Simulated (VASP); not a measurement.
# LiLu3 (P6_3/mmc) in VASP: equation of state

How stiff is LiLu3 in PBE, and what volume does it want? The cell is scaled to several volumes.

Program: VASP 6.6.1. These are calculated values, not measurements. Logs are shortened: lines on timing, memory, paths and dates and some standing lists are left out, and cuts for length are marked.

### Step 1. The structure

The structure is hexagonal, space group P6_3/mmc (No. 194). The conventional cell has a = 6.839 Å, b = 6.839 Å, c = 5.414 Å, α = 90.00°, β = 90.00°, γ = 120.00°. Lu (site symmetry mm2) is surrounded by 4 Li at 3.34 to 3.42 Å and 8 Lu at 3.36 to 3.44 Å. Around Li (site symmetry -6m2) lie 12 Lu at 3.34 to 3.42 Å.

The cell comes from a database or a generator and needn't be the stable form of this composition.

### Step 2. Equation of state, PBE, 25.77 Å³/atom (volume scaled by 0.94)

File INCAR:

```
PREC     = Accurate       # precision mode
ENCUT    = 520            # plane-wave cutoff, eV
EDIFF    = 1E-7           # SCF threshold, eV
ISMEAR   = -1             # smearing method
SIGMA    = 0.05           # smearing width, eV
LREAL    = F              # projectors in reciprocal space
LASPH    = T              # aspherical terms in the spheres
NELM     = 60             # most SCF steps
ALGO     = Normal         # electronic algorithm
ISIF     = 2              # what is computed and relaxed
LWAVE    = F              # write WAVECAR
LCHARG   = F              # write CHGCAR
GGA      = PE             # functional
NBANDS   = 88             # bands
```

File KPOINTS:

```
regular mesh
0
Gamma
  5 5 5
```

File POSCAR:

```
LiLu3
1.0
    6.6997070682      0.0000000000      0.0000000000
   -3.3498535340      5.8021165189      0.0000000000
    0.0000000000      0.0000000000      5.3032470307
Lu Li
6 2
Direct
    0.3357319900      0.1678659950      0.7500000000
    0.8321340050      0.1678659950      0.7500000000
    0.8321340050      0.6642680100      0.7500000000
    0.6642680100      0.8321340050      0.2500000000
    0.1678659950      0.8321340050      0.2500000000
    0.1678659950      0.3357319900      0.2500000000
    0.6666666667      0.3333333333      0.2500000000
    0.3333333333      0.6666666667      0.7500000000
```

Potentials or basis: VASP PAW PBE potentials, release 64 (Lu, Li_sv).

Launch:

```
$ cat potpaw_PBE.64/Lu/POTCAR potpaw_PBE.64/Li_sv/POTCAR > POTCAR
$ mpirun -np 1 vasp_std > vasp.out
```

OUTCAR:

```text
PREC = Accurate
   ENCUT = 520
   EDIFF = 1E-7
   ISMEAR = -1
   LREAL = F
   LASPH = T
   NELM = 60
   ISIF = 2
   GGA = PE

 Found     15 irreducible k-points:

 Following reciprocal coordinates:
            Coordinates               Weight
  0.000000  0.000000  0.000000      1.000000
  0.200000  0.000000  0.000000      6.000000
  0.400000  0.000000  0.000000      6.000000
  0.200000  0.200000  0.000000      6.000000
  0.400000  0.200000  0.000000      6.000000
  0.000000  0.000000  0.200000      2.000000
   k-points           NKPTS =     15   k-points in BZ     NKDIM =     15   number of bands    NBANDS=     88
   number of dos      NEDOS =    301   number of ions     NIONS =      8
   total plane-waves  NPLWV = 100000
   dimension x,y,z NGX =    50 NGY =   50 NGZ =   40
   dimension x,y,z NGXF=   100 NGYF=  100 NGZF=   80
   ions per type =               6   2
   NGX,Y,Z   is equivalent  to a cutoff of  12.41, 12.41, 12.54 a.u.
   NGXF,Y,Z  is equivalent  to a cutoff of  24.81, 24.81, 25.08 a.u.
 SYSTEM =  unknown system
   PREC   = accura    normal or accurate (medium, high low for compatibility)
   ISTART =      0    job   : 0-new  1-cont  2-samecut
   ICHARG =      2    charge: 1-file 2-atom 10-const
   ISPIN  =      1    spin polarized calculation?
   LNONCOLLINEAR =      F non collinear calculations
   LSORBIT =      F    spin-orbit coupling
   LASPH  =      T    aspherical Exc in radial PAW
   ENCUT  =  520.0 eV  38.22 Ry    6.18 a.u.  12.46 12.46  9.86*2*pi/ulx,y,z
   NELM   =     60;   NELMIN=  2; NELMDL= -5     # of ELM steps
   EDIFF  = 0.1E-06   stopping-criterion for ELM
   LREAL  =      F    real-space projection
   EDIFFG = 0.1E-05   stopping-criterion for IOM
   NSW    =      0    number of steps for IOM
   IBRION =     -1    ionic relax: 0-MD 1-quasi-New 2-CG
   NFREE  =      0    steps in history (QN), initial steepest desc. (CG)
   ISIF   =      2    stress and relaxation
   ISYM   =      2    0-nonsym 1-usesym 2-fastsym
   POTIM  = 0.5000    time-step for ionic-motion
   TEBEG  =    0.0;   TEEND  =   0.0 temperature during run
   PSTRESS=    0.0 pullay stress
   NELECT =     156.0000    total number of electrons
   NUPDOWN=      -1.0000    fix difference up-down
   EMIN   =  10.00;   EMAX   =-10.00  energy-range for DOS
   EFERMI =   0.00;   METHOD = LEGACY
   ISMEAR =    -1;   SIGMA  =   0.05  broadening in eV -4-tet -1-fermi 0-gaus
   EFERMI_NEDOS =   21; number of points for ismear=-14 and -15
   IALGO  =     38    algorithm
   IMIX   =      4    mixing-type and parameters
     AMIX     =   0.40;   BMIX     =  1.00
     AMIX_MAG =   1.60;   BMIX_MAG =  1.00
  volume/ion in A,a.u.               =      25.77       173.90
  Fermi-wavevector in a.u.,A,eV,Ry     =   1.491838  2.819165 30.280862  2.225581
  Thomas-Fermi vector in A             =   2.604442
   LORBIT       =      0    0 simple, 1 ext, 2 COOP (PROOUT), +10 PAW based schemes
   GGA     = PE    functional components
   LHFCALC =     F    Hartree Fock is set to
   AEXX    =    0.0000 exact exchange contribution
   IVDW    =     0    specifies the selected vdW correction
   LEPSILON=     F    determine dielectric tensor
   LRPA    =     F    only Hartree local field effects (RPA)
 non-spin polarized calculation
  energy-cutoff  :      520.00
  volume of cell :      206.15
 maximum number of plane-waves:      5588
 NGX is ok and might be reduce to    50
   NGX = 25   NGY = 25   NGZ = 19

 number of electron     155.9999973 magnetization

 Free energy of the ion-electron system (eV)
  ---------------------------------------------------
  ext. energy  EPLUGINS =         0.00000000
  ---------------------------------------------------
  free energy    TOTEN  =       -29.44369256 eV

  energy without entropy =      -29.34757871  energy(sigma->0) =      -29.39563564

 E-fermi :   2.1149     XC(G=0): -10.2043

 val. band max:        2.1135300732   @ k =   0.4000   0.0000   0.2000
 cond. band min:       2.1257896865   @ k =   0.4000   0.0000   0.0000
 fundamental gap:      0.0122596133
 Fermi energy:         2.1148648854

 k-point     1 :       0.0000    0.0000    0.0000
  band No.  band energies     occupation
      1     -54.2881      2.00000
      2     -54.2564      2.00000
      3     -54.2564      2.00000
      4     -54.2505      2.00000
      5     -54.2379      2.00000
      6     -54.2379      2.00000
[... 80 lines left out ...]
     87       3.9557      0.00000
     88       4.3438      0.00000

 k-point     2 :       0.2000    0.0000    0.0000
  band No.  band energies     occupation
      1     -54.2856      2.00000
      2     -54.2592      2.00000
      3     -54.2564      2.00000
      4     -54.2500      2.00000
      5     -54.2381      2.00000
      6     -54.2379      2.00000
[... 80 lines left out ...]
     87       3.9489      0.00000
     88       4.1720      0.00000

 k-point     3 :       0.4000    0.0000    0.0000
  band No.  band energies     occupation
      1     -54.2795      2.00000
      2     -54.2659      2.00000
      3     -54.2565      2.00000
      4     -54.2484      2.00000
      5     -54.2390      2.00000
      6     -54.2378      2.00000
[... 80 lines left out ...]
     87       3.9054      0.00000
     88       3.9363      0.00000

 k-point     4 :       0.2000    0.2000    0.0000
  band No.  band energies     occupation
      1     -54.2812      2.00000
      2     -54.2625      2.00000
      3     -54.2591      2.00000
      4     -54.2475      2.00000
      5     -54.2387      2.00000
      6     -54.2382      2.00000
[... 80 lines left out ...]
     87       3.9704      0.00000
     88       3.9765      0.00000

 k-point     5 :       0.4000    0.2000    0.0000
  band No.  band energies     occupation
      1     -54.2767      2.00000
      2     -54.2665      2.00000
      3     -54.2608      2.00000
      4     -54.2448      2.00000
      5     -54.2401      2.00000
      6     -54.2383      2.00000
[... 80 lines left out ...]
     87       3.9833      0.00000
     88       4.0207      0.00000

 k-point     6 :       0.0000    0.0000    0.2000
  band No.  band energies     occupation
      1     -54.2846      2.00000
      2     -54.2546      2.00000
      3     -54.2546      2.00000
      4     -54.2541      2.00000
      5     -54.2396      2.00000
      6     -54.2396      2.00000
[... 80 lines left out ...]
     87       4.1034      0.00000
     88       4.1048      0.00000

 [... further k-points ...]

------------------------ aborting loop because EDIFF is reached ----------------------------------------

  FORCE on cell =-STRESS in cart. coord.  units (eV):
  Direction    XX          YY          ZZ          XY          YZ          ZX
  --------------------------------------------------------------------------------------
  -------------------------------------------------------------------------------------
  Total        2.7018959      2.7018959      2.7868246      0.0000000      0.0000000      0.0000000
  in kB       20.9988293     20.9988293     21.6588855      0.0000000      0.0000000      0.0000000
  external PRESSURE =      21.2188480 kB  Pullay stress =       0.0000000 kB

 VOLUME and BASIS-vectors are now :
 -----------------------------------------------------------------------------
  energy-cutoff  :      520.00
  volume of cell :      206.15
      direct lattice vectors                 reciprocal lattice vectors
     6.699707068  0.000000000  0.000000000     0.149260257  0.086175450  0.000000000
    -3.349853534  5.802116519  0.000000000     0.000000000  0.172350899  0.000000000
     0.000000000  0.000000000  5.303247031     0.000000000  0.000000000  0.188563722

 POSITION                                       TOTAL-FORCE (eV/Angst)
 -----------------------------------------------------------------------------------
      1.68698      0.97398      3.97744         0.027643      0.015960     -0.000000
      5.01273      0.97398      3.97744        -0.027643      0.015960     -0.000000
      3.34985      3.85416      3.97744        -0.000000     -0.031920      0.000000
      1.66287      4.82814      1.32581        -0.027643     -0.015960      0.000000
     -1.66287      4.82814      1.32581         0.027643     -0.015960      0.000000
      0.00000      1.94796      1.32581         0.000000      0.031920     -0.000000
      3.34985      1.93404      1.32581        -0.000000      0.000000      0.000000
     -0.00000      3.86808      3.97744         0.000000      0.000000      0.000000
 -----------------------------------------------------------------------------------
    total drift:                               -0.000001      0.000000     -0.000000

  FREE ENERGIE OF THE ION-ELECTRON SYSTEM (eV)
  ---------------------------------------------------
  free  energy   TOTEN  =       -29.4436925628 eV

  energy  without entropy=      -29.3475787113  energy(sigma->0) =      -29.39563564
```

Run time: 6.5 min. Hardware: 1 thread of Intel Xeon Platinum 8375C at 2.90GHz (Ice Lake), shared host; peak memory 0.42 GiB.

What came out:

* Free energy: -29.4437 eV
* Largest force: 0.032 eV/Å
* Band gap on the k mesh: none (metal or under the smearing width)

Caveat: the cutoff is under 1.25 times the usual one of these potentials, so pressure, stress and relaxed cells hold a basis-set (Pulay) error.

### Step 3. Equation of state, PBE, 26.32 Å³/atom (volume scaled by 0.96)

File INCAR:

```
  PREC = Accurate
  ENCUT = 520
  EDIFF = 1E-7
  ISMEAR = -1
  SIGMA = 0.05
  LREAL = False
  LASPH = True
  NELM = 100
  ALGO = Normal
  ISIF = 2
  LWAVE = False
  LCHARG = False
  GGA = PE
  NBANDS = 88
```

File KPOINTS:

```
Automatic mesh
0
Gamma
  5 5 5
```

POSCAR: that of step 2 with these lines changed.

```diff
@@ -2,5 +2,5 @@
 1.0
-    6.6997070682      0.0000000000      0.0000000000
-   -3.3498535340      5.8021165189      0.0000000000
-    0.0000000000      0.0000000000      5.3032470307
+    6.7468896584      0.0000000000      0.0000000000
+   -3.3734448291      5.8429778406      0.0000000000
+    0.0000000000      0.0000000000      5.3405950713
 Lu Li
```

Potentials or basis: VASP PAW PBE potentials, release 64 (Lu, Li_sv).

Launch:

```
$ cat potpaw_PBE.64/Lu/POTCAR potpaw_PBE.64/Li_sv/POTCAR > POTCAR
$ mpirun -np 1 vasp_std > vasp.out
```

It took 6.4 min on 1 thread of Intel Xeon Platinum 8375C at 2.90GHz (Ice Lake), shared host; peak memory 0.43 GiB.

The run converged. Its results:

```yaml
Free_energy: -29.4916 eV
Band_gap_on_the_k_mesh: none (metal or under the smearing width)
```

Caveat: the cutoff is under 1.25 times the usual one of these potentials, so pressure, stress and relaxed cells hold a basis-set (Pulay) error.

### Step 4. Equation of state, PBE, 26.87 Å³/atom (volume scaled by 0.98)

File INCAR:

```
ALGO = Normal
EDIFF = 1E-7
ENCUT = 520
GGA = PE
ISIF = 2
ISMEAR = -1
LASPH = T
LCHARG = F
LREAL = F
LWAVE = F
NBANDS = 88
NELM = 60
PREC = Accurate
SIGMA = 0.05
```

File KPOINTS:

```
k-points
0
Gamma
  5 5 5
```

POSCAR: that of step 3 with these lines changed.

```diff
@@ -2,5 +2,5 @@
 1.0
-    6.7468896584      0.0000000000      0.0000000000
-   -3.3734448291      5.8429778406      0.0000000000
-    0.0000000000      0.0000000000      5.3405950713
+    6.7934214023      0.0000000000      0.0000000000
+   -3.3967107011      5.8832755129      0.0000000000
+    0.0000000000      0.0000000000      5.3774279253
 Lu Li
```

Launch:

```
$ cat potpaw_PBE.64/Lu/POTCAR potpaw_PBE.64/Li_sv/POTCAR > POTCAR
$ mpirun -np 1 vasp_std > vasp.out
```

Wall time 6 min (1 thread of Intel Xeon Platinum 8375C at 2.90GHz (Ice Lake), shared host); peak memory 0.44 GiB.

It converged, with:

* Free energy: -29.5163 eV
* Largest force: 0.026 eV/Å
* Band gap on the k mesh: none (metal or under the smearing width)

Caveat: the cutoff is under 1.25 times the usual one of these potentials, so pressure, stress and relaxed cells hold a basis-set (Pulay) error.

### Step 5. Equation of state, PBE, 27.96 Å³/atom (volume scaled by 1.02)

File INCAR:

```
SYSTEM = LiLu3
  ALGO = Normal
  EDIFF = 1E-7
  ENCUT = 520
  GGA = PE
  ISIF = 2
  ISMEAR = -1
  LASPH = .True.
  LCHARG = .False.
  LREAL = .False.
  LWAVE = .False.
  NBANDS = 88
  NELM = 60
  PREC = Accurate
  SIGMA = 0.05
```

File KPOINTS:

```
k-points
0
Gamma
  5 5 5
  0 0 0
```

POSCAR: that of step 4 with these lines changed.

```diff
@@ -2,5 +2,5 @@
 1.0
-    6.7934214023      0.0000000000      0.0000000000
-   -3.3967107011      5.8832755129      0.0000000000
-    0.0000000000      0.0000000000      5.3774279253
+    6.8846191491      0.0000000000      0.0000000000
+   -3.4423095745      5.9622550784      0.0000000000
+    0.0000000000      0.0000000000      5.4496167800
 Lu Li
```

Launch:

```
$ cat potpaw_PBE.64/Lu/POTCAR potpaw_PBE.64/Li_sv/POTCAR > POTCAR
$ mpirun -np 1 vasp_std > vasp.out
```

It took 7.5 min on 1 thread of Intel Xeon Platinum 8375C at 2.90GHz (Ice Lake), shared host; peak memory 0.45 GiB.

It converged, with:

| Quantity | Value |
| --- | --- |
| Free energy | -29.5033 eV |
| Largest force | 0.074 eV/Å |
| Band gap on the k mesh | none (metal or under the smearing width) |

Caveat: the cutoff is under 1.25 times the usual one of these potentials, so pressure, stress and relaxed cells hold a basis-set (Pulay) error.

### Step 6. Equation of state, PBE, 28.51 Å³/atom (volume scaled by 1.04)

File INCAR:

```
PREC = Accurate
ENCUT = 520
EDIFF = 1E-7
ISMEAR = -1
SIGMA = 0.05
LREAL = False
LASPH = True
NELM = 60
ALGO = Normal
ISIF = 2
LWAVE = False
LCHARG = False
GGA = PE
NBANDS = 88
```

File KPOINTS:

```
Automatic mesh
0
Gamma
  5 5 5
```

POSCAR: that of step 5 with these lines changed.

```diff
@@ -2,5 +2,5 @@
 1.0
-    6.8846191491      0.0000000000      0.0000000000
-   -3.4423095745      5.9622550784      0.0000000000
-    0.0000000000      0.0000000000      5.4496167800
+    6.9293257209      0.0000000000      0.0000000000
+   -3.4646628604      6.0009721053      0.0000000000
+    0.0000000000      0.0000000000      5.4850048935
 Lu Li
```

Potentials or basis: VASP PAW PBE potentials, release 64 (Lu, Li_sv).

Launch:

```
$ cat potpaw_PBE.64/Lu/POTCAR potpaw_PBE.64/Li_sv/POTCAR > POTCAR
$ mpirun -np 1 vasp_std > vasp.out
```

It took 7.7 min on 1 thread of Intel Xeon Platinum 8375C at 2.90GHz (Ice Lake), shared host; peak memory 0.46 GiB.

Results (log left out):

```
Free energy            : -29.4691 eV
Largest force          : 0.096 eV/Å
Band gap on the k mesh : none (metal or under the smearing width)
```

Caveat: the cutoff is under 1.25 times the usual one of these potentials, so pressure, stress and relaxed cells hold a basis-set (Pulay) error.

(Part 1 of 2 ends here.)
